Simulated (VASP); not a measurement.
# A VASP study of P2W (rev-vdW-DF2): structure first, properties next, part 4 of 6

What structure and properties does rev-vdW-DF2 give P2W, and how near are they to the measured ones? The start is a cell from a database of measured crystal structures.

VASP 6.6.1; rev-vdW-DF2; plane waves and PAW (P, W).

So far. Step 5 (Bands along the symmetry lines (rev-vdW-DF2)): There is no gap at this level. Step 6 (Density of states (rev-vdW-DF2)): The finer mesh and the other smearing move the Fermi level by -0.02 eV from the 8×8×8 run, a small shift, which tests the Fermi level alone. Of the states within 0.3 eV of the Fermi level, the largest shares in the PAW spheres are W d 56 % and P p 11 %. The rest lies in smaller channels or between the spheres.

**7. Zone-centre phonons (rev-vdW-DF2)**

Zone-centre modes test whether the atoms sit at a minimum within this cell. IBRION = 6 takes the force constants from differences of forces between displaced cells, so the forces must be tight.

Input file INCAR:

```
SYSTEM = P2W
PREC = Accurate
ENCUT = 400
EDIFF = 1E-08
NELM = 100
ISMEAR = 1
SIGMA = 0.2
LREAL = .FALSE.
ALGO = Normal
GGA = MK
AGGAC = 0
LUSE_VDW = .TRUE.
PARAM1 = 0.1234
PARAM2 = 0.711357
ZAB_VDW = -1.8867
LASPH = .TRUE.
NBANDS = 22
LORBIT = 11
LWAVE = .FALSE.
LCHARG = .FALSE.
KPAR = 4
IBRION = 6
NFREE = 2
POTIM = 0.015
ISIF = 2
NSW = 1
```

Input file POSCAR:

```
P2W
1.0
    0.0000000000     -3.1817904227      0.0000000000
   -4.2648654611      1.5908952114     -0.0023169121
   -0.5942634522      1.5908952114     -6.5268136071
P W
4 2
Direct
    0.8620029659      0.7490643294      0.9749416024
    0.1379970341      0.2509356706      0.0250583976
    0.4005650710      0.1989252769      0.6022048652
    0.5994349290      0.8010747231      0.3977951348
    0.1580616582      0.6096052188      0.7065180975
    0.8419383418      0.3903947812      0.2934819025
```

Input file KPOINTS:

```
Automatic mesh
0
Gamma
10 10 10
0 0 0
```

The projector-augmented-wave data sets are P and W (PBE family, release 64).

On the command line:

```console
$ mpirun -np 4 vasp_std
```

What it wrote:

```text
[... set-up lines as in an earlier step ...]
 entering main loop
       N       E                     dE             d eps       ncg     rms          rms(c)
DAV:   1     0.987380959645E+02    0.98738E+02   -0.11890E+04 12408   0.104E+03
DAV:   2    -0.355169488118E+02   -0.13426E+03   -0.12663E+03 16362   0.230E+02
DAV:   3    -0.432635519845E+02   -0.77466E+01   -0.74377E+01 17064   0.498E+01
DAV:   4    -0.434468230435E+02   -0.18327E+00   -0.18145E+00 17074   0.814E+00
DAV:   5    -0.434510060037E+02   -0.41830E-02   -0.41770E-02 17094   0.107E+00    0.365E+01
DAV:   6    -0.420198586158E+02    0.14311E+01   -0.80725E+00 19472   0.138E+01    0.147E+01
DAV:   7    -0.418092704934E+02    0.21059E+00   -0.22507E+00 17312   0.859E+00    0.100E+01
DAV:   8    -0.416795504700E+02    0.12972E+00   -0.38492E-01 17864   0.403E+00    0.491E-01
DAV:   9    -0.416790899804E+02    0.46049E-03   -0.32871E-02 16588   0.104E+00    0.396E-01
DAV:  10    -0.416789785034E+02    0.11148E-03   -0.20903E-03 15596   0.283E-01    0.227E-01
DAV:  11    -0.416789699288E+02    0.85746E-05   -0.36378E-04 16128   0.107E-01    0.798E-02
DAV:  12    -0.416789862071E+02   -0.16278E-04   -0.74364E-05 16490   0.486E-02    0.177E-02
DAV:  13    -0.416789853642E+02    0.84290E-06   -0.44210E-06 17430   0.137E-02    0.846E-03
DAV:  14    -0.416789848338E+02    0.53044E-06   -0.88939E-07 15798   0.517E-03    0.194E-03
DAV:  15    -0.416789848146E+02    0.19167E-07   -0.67875E-08 15686   0.149E-03    0.441E-04
DAV:  16    -0.416789847979E+02    0.16745E-07   -0.46706E-09 10794   0.459E-04    0.219E-04
DAV:  17    -0.416789847953E+02    0.25461E-08   -0.16709E-09 10644   0.245E-04
   1 F= -.41678985E+02 E0= -.41680234E+02  d E =0.374646E-02
 Found     9 degrees of freedom:
 Finite differences POTIM= 0.01500 DOF=   9
 bond charge predicted
       N       E                     dE             d eps       ncg     rms          rms(c)
DAV:   1    -0.416766922139E+02    0.22926E-02   -0.11920E-01 12780   0.174E+00    0.239E-01
DAV:   2    -0.416772549561E+02   -0.56274E-03   -0.63791E-03 15880   0.523E-01    0.117E-01
DAV:   3    -0.416772535501E+02    0.14060E-05   -0.16990E-04 17082   0.796E-02    0.795E-02
DAV:   4    -0.416772527676E+02    0.78245E-06   -0.71795E-05 15700   0.476E-02    0.129E-02
DAV:   5    -0.416772523119E+02    0.45569E-06   -0.17518E-05 17612   0.272E-02    0.738E-03
DAV:   6    -0.416772519217E+02    0.39027E-06   -0.18458E-06 18130   0.100E-02    0.528E-03
DAV:   7    -0.416772518733E+02    0.48381E-07   -0.51335E-07 15764   0.421E-03    0.287E-03
DAV:   8    -0.416772518207E+02    0.52605E-07   -0.21031E-07 16386   0.241E-03    0.784E-04
DAV:   9    -0.416772518254E+02   -0.47671E-08   -0.25245E-08 12858   0.918E-04
   2 F= -.41677252E+02 E0= -.41678510E+02  d E =0.377538E-02
[... from here on, the cycles between the ionic steps are left out ...]
   3 F= -.41677192E+02 E0= -.41678426E+02  d E =0.369950E-02
   4 F= -.41678066E+02 E0= -.41679313E+02  d E =0.374173E-02
   5 F= -.41678065E+02 E0= -.41679313E+02  d E =0.374173E-02
   6 F= -.41677096E+02 E0= -.41678321E+02  d E =0.367403E-02
   7 F= -.41677447E+02 E0= -.41678716E+02  d E =0.380541E-02
   8 F= -.41677471E+02 E0= -.41678739E+02  d E =0.380357E-02
   9 F= -.41677062E+02 E0= -.41678295E+02  d E =0.369818E-02
  10 F= -.41678037E+02 E0= -.41679284E+02  d E =0.374263E-02
  11 F= -.41678036E+02 E0= -.41679284E+02  d E =0.374263E-02
  12 F= -.41678201E+02 E0= -.41679469E+02  d E =0.380216E-02
  13 F= -.41677765E+02 E0= -.41679002E+02  d E =0.370886E-02
  14 F= -.41677034E+02 E0= -.41678253E+02  d E =0.365734E-02
  15 F= -.41676774E+02 E0= -.41678055E+02  d E =0.384497E-02
  16 F= -.41677273E+02 E0= -.41678513E+02  d E =0.372094E-02
  17 F= -.41677273E+02 E0= -.41678514E+02  d E =0.372095E-02
  18 F= -.41676700E+02 E0= -.41678031E+02  d E =0.399468E-02
 Finite differences progress:
  Degree of freedom:   9/  9
  Displacement:        1/  2
  Total:              17/ 18
 bond charge predicted
       N       E                     dE             d eps       ncg     rms          rms(c)
DAV:   1    -0.416754326473E+02    0.12670E-02   -0.24211E+00 12408   0.772E+00    0.346E-01
DAV:   2    -0.416763278424E+02   -0.89520E-03   -0.27807E-02 17610   0.102E+00    0.213E-01
DAV:   3    -0.416760275693E+02    0.30027E-03   -0.17972E-03 17700   0.275E-01    0.101E-01
DAV:   4    -0.416758518115E+02    0.17576E-03   -0.38455E-04 18034   0.138E-01    0.617E-02
DAV:   5    -0.416758110493E+02    0.40762E-04   -0.13472E-04 17570   0.798E-02    0.187E-02
DAV:   6    -0.416758106112E+02    0.43801E-06   -0.11198E-05 15560   0.233E-02    0.981E-03
DAV:   7    -0.416758103424E+02    0.26881E-06   -0.13130E-06 18024   0.757E-03    0.594E-03
DAV:   8    -0.416758102684E+02    0.74034E-07   -0.55585E-07 17838   0.461E-03    0.944E-04
DAV:   9    -0.416758102711E+02   -0.26816E-08   -0.59630E-08 15510   0.174E-03
  19 F= -.41675810E+02 E0= -.41676969E+02  d E =0.347527E-02
 Finite differences progress:
  Degree of freedom:   9/  9
  Displacement:        2/  2
  Total:              18/ 18
```

The job ended after 43 min (4 MPI ranks of AMD EPYC 7R43, shared host; peak memory 4.2 GiB).

From OUTCAR (step 7):

```text
   k-points           NKPTS =    282   k-points in BZ     NKDIM =    282   number of bands    NBANDS=     22

   NELECT =      32.0000    total number of electrons

 E-fermi :   9.2562

 k-point     1 :       0.0000    0.0000    0.0000
  band No.  band energies     occupation
    ...
     12       6.3041      2.00000
     13       6.9276      2.00000
     14       7.1331      2.00000
     15       7.5392      2.00000
     16       8.9435      2.04952
     17       9.7144     -0.00560
     18      10.2489     -0.00000
     19      10.9961     -0.00000
     20      12.1844     -0.00000
     21      12.8607     -0.00000
    ...

Total vdW correction in eV:      3.2443020

  Total        0.0100568     -0.0325787      0.0690241      0.0000000      0.0000000     -0.0547717
  in kB        0.1819345     -0.5893691      1.2486893      0.0000000      0.0000000     -0.9908555
  external PRESSURE =       0.2804182 kB  Pullay stress =       0.0000000 kB

 POSITION                                       TOTAL-FORCE (eV/Angst)
 -----------------------------------------------------------------------------------
     -3.77403      0.00000     -6.36500        -0.045218      0.000000     -0.112185
     -1.08510      0.00000     -0.16413         0.048258     -0.000000     -0.048235
     -1.20626      0.00000     -3.93094         0.020687     -0.000000     -0.025028
     -3.65287     -0.00000     -2.59819        -0.000175      0.000000     -0.058218
     -3.01974      1.59090     -4.62772        -0.003051     -0.000000      0.395656
     -1.83939     -1.59090     -1.91641        -0.020501      0.000000     -0.151990
 -----------------------------------------------------------------------------------
    total drift:                               -0.000010     -0.000000      0.000065

  FREE ENERGIE OF THE ION-ELECTRON SYSTEM (eV)
  ---------------------------------------------------
  free  energy   TOTEN  =       -41.6758102711 eV

  energy  without entropy=      -41.6792855409  energy(sigma->0) =      -41.67696869

Total vdW correction in eV:      3.2443027

 Eigenvectors and eigenvalues of the dynamical matrix
 ----------------------------------------------------

   1 f  =   14.427572 THz    90.651106 2PiTHz  481.251985 cm-1    59.667615 meV
             X         Y         Z           dx          dy          dz
     -3.774031  0.000000 -6.364998     0.685069   -0.000000    0.096470
     -1.085098  0.000000 -0.164133    -0.685069    0.000000   -0.096470
     -1.206258  0.000000 -3.930940    -0.086221    0.000000    0.080919
     -3.652871 -0.000000 -2.598191     0.086221   -0.000000   -0.080919
     -3.019742  1.590895 -4.612724     0.007624    0.000000   -0.085642
     -1.839387 -1.590895 -1.916406    -0.007624   -0.000000    0.085642

   2 f  =   12.144162 THz    76.304021 2PiTHz  405.085645 cm-1    50.224196 meV
             X         Y         Z           dx          dy          dz
     -3.774031  0.000000 -6.364998    -0.128181    0.000000    0.284189
     -1.085098  0.000000 -0.164133     0.128181   -0.000000   -0.284189
     -1.206258  0.000000 -3.930940    -0.620729    0.000000    0.086729
     -3.652871 -0.000000 -2.598191     0.620729   -0.000000   -0.086729
     -3.019742  1.590895 -4.612724     0.099343   -0.000000    0.010489
     -1.839387 -1.590895 -1.916406    -0.099343    0.000000   -0.010489

   3 f  =   11.506550 THz    72.297789 2PiTHz  383.817209 cm-1    47.587248 meV
             X         Y         Z           dx          dy          dz
     -3.774031  0.000000 -6.364998    -0.014951    0.000000   -0.633962
     -1.085098  0.000000 -0.164133    -0.014951    0.000000   -0.633962
     -1.206258  0.000000 -3.930940     0.011800   -0.000000    0.275919
     -3.652871 -0.000000 -2.598191     0.011800   -0.000000    0.275919
     -3.019742  1.590895 -4.612724     0.001313   -0.000000    0.146957
     -1.839387 -1.590895 -1.916406     0.001313   -0.000000    0.146957

[...]
-3.652871 -0.000000 -2.598191    -0.000000   -0.338752    0.000000
     -3.019742  1.590895 -4.612724    -0.000000   -0.162620   -0.000000
     -1.839387 -1.590895 -1.916406     0.000000    0.162620    0.000000

   8 f  =    8.528195 THz    53.584228 2PiTHz  284.469956 cm-1    35.269764 meV
             X         Y         Z           dx          dy          dz
     -3.774031  0.000000 -6.364998    -0.018129    0.000000    0.184460
     -1.085098  0.000000 -0.164133    -0.018129    0.000000    0.184460
     -1.206258  0.000000 -3.930940     0.143784    0.000000    0.585220
     -3.652871 -0.000000 -2.598191     0.143784    0.000000    0.585220
     -3.019742  1.590895 -4.612724    -0.051571   -0.000000   -0.315959
     -1.839387 -1.590895 -1.916406    -0.051571   -0.000000   -0.315959

   9 f  =    8.170785 THz    51.338555 2PiTHz  272.548042 cm-1    33.791635 meV
             X         Y         Z           dx          dy          dz
     -3.774031  0.000000 -6.364998     0.000000   -0.363669    0.000000
     -1.085098  0.000000 -0.164133    -0.000000    0.363669   -0.000000
     -1.206258  0.000000 -3.930940    -0.000000    0.599635   -0.000000
     -3.652871 -0.000000 -2.598191     0.000000   -0.599635    0.000000
     -3.019742  1.590895 -4.612724     0.000000   -0.090459   -0.000000
     -1.839387 -1.590895 -1.916406    -0.000000    0.090459    0.000000

  10 f  =    7.963016 THz    50.033104 2PiTHz  265.617619 cm-1    32.932373 meV
             X         Y         Z           dx          dy          dz
     -3.774031  0.000000 -6.364998     0.054298    0.000000    0.029710
     -1.085098  0.000000 -0.164133    -0.054298   -0.000000   -0.029710
     -1.206258  0.000000 -3.930940    -0.085687   -0.000000   -0.690225
     -3.652871 -0.000000 -2.598191     0.085687    0.000000    0.690225
     -3.019742  1.590895 -4.612724     0.062029    0.000000   -0.092566
     -1.839387 -1.590895 -1.916406    -0.062029   -0.000000    0.092566

  11 f  =    7.894978 THz    49.605609 2PiTHz  263.348114 cm-1    32.650990 meV
             X         Y         Z           dx          dy          dz
     -3.774031  0.000000 -6.364998     0.000000   -0.631630   -0.000000
     -1.085098  0.000000 -0.164133     0.000000   -0.631630   -0.000000
     -1.206258  0.000000 -3.930940    -0.000000    0.284045    0.000000
     -3.652871 -0.000000 -2.598191    -0.000000    0.284045    0.000000
     -3.019742  1.590895 -4.612724    -0.000000    0.142697   -0.000000
     -1.839387 -1.590895 -1.916406    -0.000000    0.142697   -0.000000

  12 f  =    7.132879 THz    44.817199 2PiTHz  237.927224 cm-1    29.499203 meV
             X         Y         Z           dx          dy          dz
     -3.774031  0.000000 -6.364998    -0.656796   -0.000000    0.005897
     -1.085098  0.000000 -0.164133    -0.656796   -0.000000    0.005897
     -1.206258  0.000000 -3.930940     0.159329    0.000000   -0.036543
     -3.652871 -0.000000 -2.598191     0.159329    0.000000   -0.036543
     -3.019742  1.590895 -4.612724     0.204214    0.000000    0.012616
     -1.839387 -1.590895 -1.916406     0.204214    0.000000    0.012616

  13 f  =    6.302505 THz    39.599809 2PiTHz  210.228949 cm-1    26.065056 meV
             X         Y         Z           dx          dy          dz
     -3.774031  0.000000 -6.364998    -0.089171   -0.000000   -0.059286
     -1.085098  0.000000 -0.164133     0.089171    0.000000    0.059286
     -1.206258  0.000000 -3.930940    -0.001848    0.000000    0.087111
     -3.652871 -0.000000 -2.598191     0.001848   -0.000000   -0.087111
     -3.019742  1.590895 -4.612724     0.040047    0.000000   -0.692343
     -1.839387 -1.590895 -1.916406    -0.040047   -0.000000    0.692343
    [... 42 further lines ...]
     -3.652871 -0.000000 -2.598191    -0.063870    0.000000   -0.242777
     -3.019742  1.590895 -4.612724    -0.155627    0.000000   -0.591392
     -1.839387 -1.590895 -1.916406    -0.155627    0.000000   -0.591392

 ELASTIC MODULI CONTR FROM IONIC RELAXATION (kBar)
 Direction    XX          YY          ZZ          XY          YZ          ZX
 --------------------------------------------------------------------------------
 XX        -164.4374     36.6692     67.1424      0.0000     -0.0000     28.3534
 YY          36.6692   -234.3594   -164.1104      0.0000      0.0000   -162.5195
 ZZ          67.1424   -164.1104   -282.2213     -0.0000      0.0000    -23.8904
 XY           0.0000      0.0000     -0.0000   -153.4856    -88.8754      0.0000
 YZ          -0.0000      0.0000      0.0000    -88.8754   -255.6887      0.0000
 ZX          28.3534   -162.5195    -23.8904      0.0000      0.0000   -305.4126
 --------------------------------------------------------------------------------

[... 6 parts as in an earlier step ...]

[... 10 further parts left out ...]
```

CONTCAR:

```
P2W
   1.00000000000000
     0.0000000000000000   -3.1817904226999998    0.0000000000000000
    -4.2648654611000003    1.5908952113999999   -0.0023169121000000
    -0.5942634522000000    1.5908952113999999   -6.5268136071000002
  P               W
     4     2
Direct
     0.8620029658999968    0.7490643293999995    0.9749416024000013
     0.1379970341000032    0.2509356706000005    0.0250583975999987
     0.4005650710000026    0.1989252768999989    0.6022048652000009
     0.5994349289999974    0.8010747231000011    0.3977951347999991
     0.1590506973834378    0.6092849716917214    0.7088164229750976
     0.8419383418000024    0.3903947812000013    0.2934819024999982
```

The last energy, forces, stress and levels in OUTCAR belong to the last displaced cell, not to the cell of POSCAR.

This step gave:

```
bands                     : 22
irreducible k-points      : 282
pressure of the cell      : -0.03029 GPa
largest force of the cell : 0.03018 eV/Å
```

The modes at Γ (shares of kinetic energy by element, %):

```
mode  frequency (cm⁻¹)  symmetry  P %  W %
   1               0.0  acoustic   25   75
   2               0.0  acoustic   25   75
   3               0.0  acoustic   25   75
   4             137.6        Ag    7   93
   5             138.4        Bg    7   93
   6             210.2        Ag    4   96
   7             237.9        Bu   92    8
   8             263.3        Au   96    4
   9             265.6        Ag   98    2
  10             272.5        Bg   98    2
  11             284.5        Bu   79   21
  12             292.6        Bg   95    5
  13             296.8        Au   79   21
  14             373.1        Bu   83   17
  15             374.4        Ag   96    4
  16             383.8        Bu   96    4
  17             405.1        Ag   98    2
  18             481.3        Ag   99    1
```

Displacements in mode 4 (137.6 cm⁻¹), the largest set to 1:
```
P1   0.00  0.00 -0.30
P2   0.00  0.00  0.30
P3  -0.55  0.00 -0.15
P4   0.55  0.00  0.15
W5  -1.00  0.00 -0.05
W6   1.00  0.00  0.05
```

Displacements in mode 7 (237.9 cm⁻¹), the largest set to 1:
```
P1  -1.00  0.00  0.01
P2  -1.00  0.00  0.01
P3   0.24  0.00 -0.06
P4   0.24  0.00 -0.06
W5   0.13  0.00  0.01
W6   0.13  0.00  0.01
```

The three acoustic modes come out at zero, and all others are real. By the characters of their eigenvectors the optical modes sort into (cm⁻¹) Raman active: Ag 138, Bg 138, Ag 210, Ag 266, Bg 273, Bg 293, Ag 374, Ag 405, Ag 481; infrared active: Bu 238, Au 263, Bu 284, Au 297, Bu 373, Bu 384. With a centre of inversion no mode is active in both.

(Continued in part 5 of 6.)

[Lines on the potential files, build, host, timing and source positions are cut from VASP's logs without a mark.]

[Logs are printed without paths, hosts, clocks, repeated set-up lines and the standing remarks that a program may print on its own settings, such as how far it seeks lower states.]

[Hosts, paths, dates, database ids (printed as entryN), source tags and the programs' standing remarks are cut or masked in the printed files.]

[A measured line is paired with the nearest computed mode of its activity, which favours agreement.]

[In band tables of VASP the shares of atoms and orbitals are scaled to a sum of 1 inside the atoms' spheres.]
